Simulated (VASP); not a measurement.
Relaxed, unreconstructed slabs of KBr (rock salt). Calculation: r2SCAN meta-GGA, VASP's PBE PAW potentials (set 64) (plane waves; VASP).

Slab and bulk use different k-meshes, so the surface energy is good to a few per cent at best.

Order the faces (100) [8 atoms], (110) [8 atoms] by surface energy, lowest first.

(100) [8 atoms] (0.13 J/m²), (110) [8 atoms] (0.26 J/m²)

Runs of the series that failed, ran out of time, didn't relax or are held back are left out, and each face is given by its thickest slab.

The cell is a thin slab with vacuum, built from KBr (rock salt).
